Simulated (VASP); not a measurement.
The system is AlFe.

```
Fe Al
1.0
     2.84000    0.00000    0.00000
     0.00000    2.84000    0.00000
     0.00000    0.00000    2.84000
Fe Al
1 1
Direct
  0.00000 0.00000 0.00000
  0.50000 0.50000 0.50000
```

The cell was built by a generator and needn't be a form met in nature.

- Program: VASP 6.6.1
- Task: relaxation of cell and atoms
- Functional: LDA
- Potentials or basis: VASP PAW LDA potentials, release 64 (Fe, Al)
- Cutoff: 600 eV
- k mesh: 14 × 14 × 14
- Occupations: methfessel-paxton, width 0.1 eV
- Spin: no spin polarisation

At the start: pressure -5.5 GPa; volume 11.45 Å³/atom.

Problem. Where does the relaxation end?

Solution. Over 3 steps the energy falls by 5.9 meV/atom and the volume is 11.13 Å³/atom (-2.8 %); space group Pm-3m (No. 221, to 0.05 Å).

Step by step:
```
step  energy change (eV)  largest force (eV/Å)  pressure (GPa)  volume (Å³)
   1              0.0000                0.0000           -5.52        22.91
   2              0.0006                0.0000            6.20        21.62
   3             -0.0117                0.0000           -0.05        22.26
```

Final structure:
```
Fe Al
1.0
     2.81312    0.00000    0.00000
     0.00000    2.81312    0.00000
     0.00000    0.00000    2.81312
Fe Al
1 1
Cartesian
  0.0000 0.0000 0.0000
  1.4066 1.4066 1.4066
```
